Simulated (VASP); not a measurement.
```xyz
5
Lattice="3.9816 0.0000 0.0000 0.0000 3.9816 0.0000 0.0000 0.0000 4.0843" Properties=species:S:1:pos:R:3 pbc="T T T"
Ba     0.0000     0.0000     0.0315
Ti     1.9908     1.9908     2.0032
O      1.9908     1.9908     0.1561
O      3.9816     1.9908     2.1414
O      1.9908     0.0000     2.1414
```

Calculation: r2SCAN+rVV10, VASP's PBE PAW potentials (set 64) (plane waves; VASP 6.6.1). Run with 520 eV cut-off, 7×7×7 Γ-centred mesh, Gaussian smearing of 0.010 eV, potentials Ba_sv Ti_sv O.

Question: What does the run give for the energy per atom (σ→0)?

Answer: 
```json
{
 "energy per atom (σ→0)": "-14669 meV/atom"
}
```

The structure comes from a measured BaTiO3 entry (P4mm) of the Crystallography Open Database, whose conditions weren't checked. It was relaxed first.
